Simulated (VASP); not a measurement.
# Quasiparticle energies of SiC (Moissanite 3C) in VASP, part 2 of 4

Aim: the quasiparticle gap of SiC (Moissanite 3C), and what it costs to get it. The cell is of the zinc-blende type, one of the forms listed for this formula. The start is a cell from a database of measured crystal structures.

VASP 6.6.1, plane waves and PAW; the level of theory is named at each step.

So far, gap on the k-mesh (eV): step 3 (empty bands) 1.30.

### Step 4. G0W0, ENCUTGW 80, bands in the sums 40

This step: G0W0 on PBE; plane waves and PAW (Si_GW, C_GW) (VASP 6.6.1).

G0W0 keeps orbitals and screening fixed and shifts each of the lowest NBANDSGW levels once.

Input file INCAR:

```
SYSTEM = SiC
PREC = Accurate
ENCUT = 440
ISMEAR = 0
SIGMA = 0.01
LREAL = .FALSE.
GGA = PE
NBANDS = 40
ALGO = EVGW0
NELMGW = 1
ENCUTGW = 80
NOMEGA = 64
PRECFOCK = Fast
NBANDSGW = 16
LWAVE = .FALSE.
LCHARG = .FALSE.
```

Input file POSCAR:

```
SiC
1.0
    0.0000000000      2.1790000000      2.1790000000
    2.1790000000      0.0000000000      2.1790000000
    2.1790000000      2.1790000000      0.0000000000
Si C
1 1
Direct
    0.0000000000      0.0000000000      0.0000000000
    0.7500000000      0.7500000000      0.7500000000
```

Input file KPOINTS:

```
Automatic mesh
0
Gamma
4 4 4
0 0 0
```

PAW data sets: Si_GW and C_GW (PBE family, release 64).

Command:

```bash
> mpirun -np 8 vasp_std
```

The log of the run:

```text
[banner, memory and clock lines left out]
running    8 mpi-ranks, on    1 nodes
 distrk:  each k-point on    8 cores,    1 groups
 distr:  one band on    1 cores,    8 groups

 POSCAR found type information on POSCAR SiC
 POSCAR found :  2 types and       2 ions
 [... a notice as in an earlier step ...]

|                                                                             |
|           W    W    AA    RRRRR   N    N  II  N    N   GGGG   !!!           |
|           W    W   A  A   R    R  NN   N  II  NN   N  G    G  !!!           |
|           W    W  A    A  R    R  N N  N  II  N N  N  G       !!!           |
|           W WW W  AAAAAA  RRRRR   N  N N  II  N  N N  G  GGG   !            |
|           WW  WW  A    A  R   R   N   NN  II  N   NN  G    G                |
|           W    W  A    A  R    R  N    N  II  N    N   GGGG   !!!           |
|                                                                             |
|     The default for ENCUTGWSOFT is different in this version of VASP.       |
|     please manually set ENCUTGWSOFT =80 in the INCAR file.                  |
|                                                                             |

 LDA part: xc-table for (Slater+PW92), standard interpolation
 found WAVECAR, reading the header
 POSCAR, INCAR and KPOINTS ok, starting setup
 FFT: planning ... GRIDC
 FFT: planning ... GRID_SOFT
 FFT: planning ... GRID
 reading WAVECAR
 the WAVECAR file was read successfully
 initial charge from wavefunction
 available memory per node:     58.14 GB, setting MAXMEM to     59530

 The Fermi energy was updated, please check that it is located mid-gap
 values below the HOMO (VB) or above the LUMO (CB) will cause erroneous energies
 E-fermi :   8.4853

 calculate exact exchange contribution
 the WAVEDER file was read successfully
energies w=
    0.000    0.000    0.587    0.000    1.174    0.000    1.757    0.000
    2.337    0.000    2.911    0.000    3.480    0.000    4.042    0.000
    4.597    0.000    5.145    0.000    5.685    0.000    6.217    0.000
    6.742    0.000    7.261    0.000    7.772    0.000    8.278    0.000
    8.778    0.000    9.274    0.000    9.766    0.000   10.256    0.000
   10.744    0.000   11.231    0.000   11.718    0.000   12.207    0.000
   12.698    0.000   13.194    0.000   13.695    0.000   14.203    0.000
   14.719    0.000   15.246    0.000   15.784    0.000   16.337    0.000
   16.905    0.000   17.492    0.000   18.102    0.000   18.735    0.000
   19.396    0.000   20.090    0.000   20.819    0.000   21.590    0.000
   22.408    0.000   23.282    0.000   24.218    0.000   25.226    0.000
   26.318    0.000   27.509    0.000   28.813    0.000   30.253    0.000
   31.854    0.000   33.647    0.000   35.674    0.000   37.985    0.000
   40.650    0.000   43.759    0.000   47.436    0.000   51.855    0.000
   57.264    0.000   64.038    0.000   72.764    0.000   84.414    0.000
  100.733    0.000  125.184    0.000  165.774    0.000  246.117    0.000
 responsefunction array rank=      40
 LDA part: xc-table for (Slater+PW92), standard interpolation

 min. memory requirement per mpi rank     48.8 MB, per node    390.7 MB

 allocating   8 responsefunctions rank=    40
 shmem allocating  64 responsefunctions rank=    40
 response function shared by NCSHMEM nodes    1
 Doing            8  frequencies on each core in blocks of           64
NQ=   1    0.0000    0.0000    0.0000,
|.........|.........|.........|.........|.........|.........|.........|.........
 performed         28000 updates of chi_q(r,r)
 total number of BLAS operations          0.17 Gflops
NQ=   2    0.2500    0.0000    0.0000,
|.........|.........|.........|.........|.........|.........|.........|.........
 performed         92000 updates of chi_q(r,r)
 total number of BLAS operations          0.76 Gflops
NQ=   3    0.5000    0.0000    0.0000,
|.........|.........|.........|.........|.........|.........|.........|.........
 performed        146000 updates of chi_q(r,r)
 total number of BLAS operations          1.27 Gflops
NQ=   4    0.2500    0.2500    0.0000,
|.........|.........|.........|.........|.........|.........|.........|.........
 performed        210000 updates of chi_q(r,r)
 total number of BLAS operations          1.64 Gflops
NQ=   5    0.5000    0.2500    0.0000,
|.........|.........|.........|.........|.........|.........|.........|.........
 performed        302000 updates of chi_q(r,r)
 total number of BLAS operations          2.45 Gflops
NQ=   6   -0.2500    0.2500    0.0000,
|.........|.........|.........|.........|.........|.........|.........|.........
 performed        384000 updates of chi_q(r,r)
 total number of BLAS operations          3.21 Gflops
NQ=   7    0.5000    0.5000    0.0000,
|.........|.........|.........|.........|.........|.........|.........|.........
 performed        430000 updates of chi_q(r,r)
 total number of BLAS operations          3.81 Gflops
NQ=   8   -0.2500    0.5000    0.2500,
|.........|.........|.........|.........|.........|.........|.........|.........
 performed        491000 updates of chi_q(r,r)
 total number of BLAS operations          4.32 Gflops
 resolving degeneracies of screened two electron integrals

 calculate QP shifts <psi_nk| G(iteration)W_0 |psi_nk>: iteration 1
 entering main loop
```

Wall time 6.6 s (8 MPI ranks of Intel Xeon Platinum 8259CL at 2.50GHz (Skylake/Cascade Lake), shared host); peak memory 0.9 GiB.

From OUTCAR (step 4):

```text
The static configuration has the point symmetry T_d .

 Found      8 irreducible k-points:

   k-points           NKPTS =      8   k-points in BZ     NKDIM =     64   number of bands    NBANDS=     40

   NELECT =       8.0000    total number of electrons

 E-fermi :   8.4853

 QP shifts <psi_nk| G(iteration)W_0 |psi_nk>: iteration 1
 for sc-GW calculations column KS-energies equals QP-energies in previous step
 and V_xc(KS)=  KS-energies - (<T + V_ion + V_H > + <T+V_H+V_ion>^1  + <V_x>^1)
 k-point   1 :       0.0000    0.0000    0.0000
  band No.  KS-energies  QP-energies   sigma(KS)   V_xc(KS)     V^pw_x(r,r')   Z            occupation Imag(sigma)
      1      -7.6052      -8.4244     -13.8660     -12.7265     -21.6694       0.7189       2.0000       1.3744
      2       7.8330       7.6592     -15.0292     -14.8099     -17.6306       0.7924       2.0000       0.0527
      3       7.8330       7.6592     -15.0292     -14.8099     -17.6306       0.7924       2.0000       0.0527
      4       7.8330       7.6592     -15.0292     -14.8099     -17.6306       0.7924       2.0000       0.0527
      5      14.0455      14.8445     -12.1490     -13.1703      -7.2241       0.7824       0.0000      -0.0951
      6      15.0840      15.8684     -10.5435     -11.5318      -5.6658       0.7938       0.0000      -0.0939
      7      15.0840      15.8684     -10.5435     -11.5318      -5.6658       0.7938       0.0000      -0.0939
      8      15.0840      15.8684     -10.5435     -11.5318      -5.6658       0.7938       0.0000      -0.0939
    ...

 k-point   2 :       0.2500    0.0000    0.0000
  band No.  KS-energies  QP-energies   sigma(KS)   V_xc(KS)     V^pw_x(r,r')   Z            occupation Imag(sigma)
      1      -6.4081      -7.1812     -13.9489     -12.9135     -21.4586       0.7467       2.0000       1.1880
      2       3.5166       2.9822     -14.0658     -13.3641     -17.6448       0.7615       2.0000       0.1136
      3       7.2205       6.9772     -14.8429     -14.5340     -17.5387       0.7875       2.0000       0.0558
      4       7.2205       6.9772     -14.8429     -14.5340     -17.5387       0.7875       2.0000       0.0558
      5      13.7808      14.5258     -11.1736     -12.1100      -6.4492       0.7956       0.0000      -0.0850
      6      15.6876      16.4842     -10.5228     -11.5303      -5.4737       0.7906       0.0000      -0.1061
      7      15.6876      16.4842     -10.5228     -11.5303      -5.4737       0.7906       0.0000      -0.1061
      8      17.1678      18.1329     -11.9248     -13.1811      -6.4113       0.7682       0.0000      -0.1668
    ...

 k-point   3 :       0.5000    0.0000    0.0000
  band No.  KS-energies  QP-energies   sigma(KS)   V_xc(KS)     V^pw_x(r,r')   Z            occupation Imag(sigma)
      1      -4.0289      -4.6684     -14.6528     -13.7847     -21.6759       0.7367       2.0000       0.8440
      2      -0.7434      -1.4874     -13.0460     -12.0363     -17.8731       0.7369       2.0000       0.3329
      3       6.7714       6.4784     -14.7978     -14.4254     -17.6270       0.7869       2.0000       0.0593
      4       6.7714       6.4784     -14.7978     -14.4254     -17.6270       0.7869       2.0000       0.0593
      5      13.2254      13.9726     -11.2645     -12.2013      -6.6775       0.7976       0.0000      -0.0781
      6      15.0043      15.7140     -10.1808     -11.0722      -5.2818       0.7961       0.0000      -0.0946
      7      15.0043      15.7140     -10.1808     -11.0722      -5.2818       0.7961       0.0000      -0.0946
      8      17.8614      18.5708     -10.8484     -11.7845      -4.8984       0.7578       0.0000      -0.2116
    ...

[... 7 parts as in an earlier step ...]

[... 5 further parts left out ...]
```

Numbers from this step:

* quasiparticle gap on the mesh: 1.839 eV
* smallest direct quasiparticle gap on the mesh: 5.385 eV
* gap of the starting orbitals on the mesh: 1.305 eV

GW takes the gap from 1.305 to 1.839 eV. The value holds for 40 bands, ENCUTGW = 80 eV and this mesh, and isn't shown to be converged in them.

### Step 5. Empty bands

This step: PBE; plane waves and PAW (Si_GW, C_GW) (VASP 6.6.1).

The empty bands are made again, for the run that follows.

Input file INCAR:

```
SYSTEM = SiC
PREC = Accurate
ENCUT = 440
ISMEAR = 0
SIGMA = 0.01
LREAL = .FALSE.
GGA = PE
NBANDS = 48
ALGO = Exact
NELM = 1
LWAVE = .TRUE.
LCHARG = .FALSE.
LOPTICS = .TRUE.
NEDOS = 1000
CSHIFT = 0.1
```

POSCAR is that of step 4.

KPOINTS is that of step 4.

Command:

```bash
> mpirun -np 8 vasp_std
```

The log of the run:

```text
[banner, memory and clock lines left out]
running    8 mpi-ranks, on    1 nodes
[...]
[... a notice as in an earlier step ...]

 LDA part: xc-table for (Slater+PW92), standard interpolation
 found WAVECAR, reading the header
  number of bands has changed, file:    10 present:    48
  trying to continue reading WAVECAR, but it might fail
 POSCAR, INCAR and KPOINTS ok, starting setup
[...]
reading WAVECAR
 random initialization beyond band           10
 the WAVECAR file was read successfully
 initial charge from wavefunction
 entering main loop
       N       E                     dE             d eps       ncg     rms          rms(c)
[... 1 cycle as in an earlier step ...]
   1 F= -.14917319E+02 E0= -.14917319E+02  d E =-.276300E-65
 writing wavefunctions
 optical routines
 imaginary and real dielectric function
 recalculating local potential from charge density
 direction            1
 direction            2
 direction            3
```

Wall time 2 s (8 MPI ranks); peak memory 0.87 GiB.

Parts of OUTCAR (step 5):

```text
  Total        0.3246099      0.3246099      0.3246099      0.0000000      0.0000000     -0.0000000
  in kB       25.1345211     25.1345211     25.1345211      0.0000000      0.0000000     -0.0000000
  external PRESSURE =      25.1345211 kB  Pullay stress =       0.0000000 kB

 POSITION                                       TOTAL-FORCE (eV/Angst)
 -----------------------------------------------------------------------------------
      0.00000      0.00000      0.00000         0.000000     -0.000000      0.000000
      3.26850      3.26850      3.26850        -0.000000      0.000000     -0.000000
 -----------------------------------------------------------------------------------
    total drift:                                0.000000      0.000000     -0.000000

[... 3 parts as in an earlier step ...]

[... 2 further parts left out ...]
[key lines of the parts left out:]
E-fermi :   7.9524
```

WAVECAR now holds 48 bands for 8 electrons.

### Step 6. G0W0, ENCUTGW 100, bands in the sums 48

This step: G0W0 on PBE; plane waves and PAW (Si_GW, C_GW) (VASP 6.6.1).

ENCUTGW rises to 100 eV and the bands with it, to about the number of plane waves under that cutoff.

Input file INCAR:

```
SYSTEM = SiC
PREC = Accurate
ENCUT = 440
ISMEAR = 0
SIGMA = 0.01
LREAL = .FALSE.
GGA = PE
NBANDS = 48
ALGO = EVGW0
NELMGW = 1
ENCUTGW = 100
NOMEGA = 64
PRECFOCK = Fast
NBANDSGW = 16
LWAVE = .FALSE.
LCHARG = .FALSE.
```

POSCAR is that of step 5.

KPOINTS is that of step 5.

Command:

```bash
> mpirun -np 8 vasp_std
```

The log of the run:

```text
[banner, memory and clock lines left out]
running    8 mpi-ranks, on    1 nodes
[...]
[... a notice as in an earlier step ...]

|                                                                             |
|           W    W    AA    RRRRR   N    N  II  N    N   GGGG   !!!           |
|           W    W   A  A   R    R  NN   N  II  NN   N  G    G  !!!           |
|           W    W  A    A  R    R  N N  N  II  N N  N  G       !!!           |
|           W WW W  AAAAAA  RRRRR   N  N N  II  N  N N  G  GGG   !            |
|           WW  WW  A    A  R   R   N   NN  II  N   NN  G    G                |
|           W    W  A    A  R    R  N    N  II  N    N   GGGG   !!!           |
|                                                                             |
|     The default for ENCUTGWSOFT is different in this version of VASP.       |
|     please manually set ENCUTGWSOFT =100 in the INCAR file.                 |
|                                                                             |

[...]
total number of BLAS operations          3.13 Gflops
NQ=   4    0.2500    0.2500    0.0000,
|.........|.........|.........|.........|.........|.........|.........|.........
 performed        253000 updates of chi_q(r,r)
 total number of BLAS operations          4.81 Gflops
NQ=   5    0.5000    0.2500    0.0000,
|.........|.........|.........|.........|.........|.........|.........|.........
 performed        364000 updates of chi_q(r,r)
 total number of BLAS operations          6.70 Gflops
NQ=   6   -0.2500    0.2500    0.0000,
|.........|.........|.........|.........|.........|.........|.........|.........
 performed        463000 updates of chi_q(r,r)
 total number of BLAS operations          8.61 Gflops
NQ=   7    0.5000    0.5000    0.0000,
|.........|.........|.........|.........|.........|.........|.........|.........
 performed        519000 updates of chi_q(r,r)
 total number of BLAS operations          9.33 Gflops
NQ=   8   -0.2500    0.5000    0.2500,
|.........|.........|.........|.........|.........|.........|.........|.........
 performed        593000 updates of chi_q(r,r)
 total number of BLAS operations         10.49 Gflops
 resolving degeneracies of screened two electron integrals

 calculate QP shifts <psi_nk| G(iteration)W_0 |psi_nk>: iteration 1
 entering main loop
[key lines of the parts left out:]
E-fermi :   8.4853
```

Elapsed: 6.8 s, on 8 MPI ranks; peak memory 0.91 GiB; 44 s of CPU time.

Parts of OUTCAR (step 6):

```text
 QP shifts <psi_nk| G(iteration)W_0 |psi_nk>: iteration 1
 for sc-GW calculations column KS-energies equals QP-energies in previous step
 and V_xc(KS)=  KS-energies - (<T + V_ion + V_H > + <T+V_H+V_ion>^1  + <V_x>^1)
 k-point   1 :       0.0000    0.0000    0.0000
  band No.  KS-energies  QP-energies   sigma(KS)   V_xc(KS)     V^pw_x(r,r')   Z            occupation Imag(sigma)
      1      -7.6052      -8.5034     -13.9773     -12.7265     -21.6694       0.7181       2.0000       1.3708
      2       7.8330       7.5231     -15.2019     -14.8099     -17.6306       0.7905       2.0000       0.0531
      3       7.8330       7.5231     -15.2019     -14.8099     -17.6306       0.7905       2.0000       0.0531
      4       7.8330       7.5231     -15.2019     -14.8099     -17.6306       0.7905       2.0000       0.0531
      5      14.0455      14.7669     -12.2453     -13.1703      -7.2241       0.7800       0.0000      -0.0982
      6      15.0840      15.7808     -10.6519     -11.5318      -5.6658       0.7919       0.0000      -0.0950
      7      15.0840      15.7808     -10.6519     -11.5318      -5.6658       0.7919       0.0000      -0.0950
      8      15.0840      15.7808     -10.6519     -11.5318      -5.6658       0.7919       0.0000      -0.0950
    ...

[... 1 part as in an earlier step ...]

[... 2 further parts left out ...]
[key lines of the parts left out:]
E-fermi :   8.4853
```

The gap is now 1.928 eV, +89 meV against the GW run before.

### Step 7. Empty bands

This step: PBE; plane waves and PAW (Si_GW, C_GW) (VASP 6.6.1).

The empty bands are made again, for the run that follows.

Input file INCAR:

```
SYSTEM = SiC
PREC = Accurate
ENCUT = 440
ISMEAR = 0
SIGMA = 0.01
LREAL = .FALSE.
GGA = PE
NBANDS = 64
ALGO = Exact
NELM = 1
LWAVE = .TRUE.
LCHARG = .FALSE.
LOPTICS = .TRUE.
NEDOS = 1000
CSHIFT = 0.1
```

POSCAR is that of step 6.

KPOINTS is that of step 6.

Command:

```bash
> mpirun -np 8 vasp_std
```

The log of the run:

```text
[banner, memory and clock lines left out]
running    8 mpi-ranks, on    1 nodes
[...]
[... a notice as in an earlier step ...]

 LDA part: xc-table for (Slater+PW92), standard interpolation
 found WAVECAR, reading the header
  number of bands has changed, file:    10 present:    64
  trying to continue reading WAVECAR, but it might fail
 POSCAR, INCAR and KPOINTS ok, starting setup
[...]
reading WAVECAR
 random initialization beyond band           10
 the WAVECAR file was read successfully
 initial charge from wavefunction
 entering main loop
       N       E                     dE             d eps       ncg     rms          rms(c)
[... 1 cycle as in an earlier step ...]
   1 F= -.14917319E+02 E0= -.14917319E+02  d E =-.512145E-24
 writing wavefunctions
 optical routines
 imaginary and real dielectric function
 recalculating local potential from charge density
 direction            1
 direction            2
 direction            3
```

The job ended after 2.2 s (8 MPI ranks; peak memory 0.88 GiB; 9.2 s of CPU time).

From OUTCAR (step 7):

```text
  Total        0.3246099      0.3246099      0.3246099      0.0000000      0.0000000     -0.0000000
  in kB       25.1345210     25.1345210     25.1345210      0.0000000      0.0000000     -0.0000000
  external PRESSURE =      25.1345210 kB  Pullay stress =       0.0000000 kB

[... 4 parts as in an earlier step ...]

[... 2 further parts left out ...]
[key lines of the parts left out:]
E-fermi :   7.9020
```

WAVECAR now holds 64 bands for 8 electrons.

(Continued in part 3 of 4.)

[Lines on the potential files, build, host, timing and source positions are cut from VASP's logs without a mark.]

[Logs are printed without paths, hosts, clocks, repeated set-up lines and the standing remarks that a program may print on its own settings, such as how far it seeks lower states.]

[Hosts, paths, dates, database ids (printed as entryN), source tags and the programs' standing remarks are cut or masked in the printed files.]

[Pressures printed for these runs are not shown converged in the cutoff: they can be off by several GPa and have the wrong sign.]
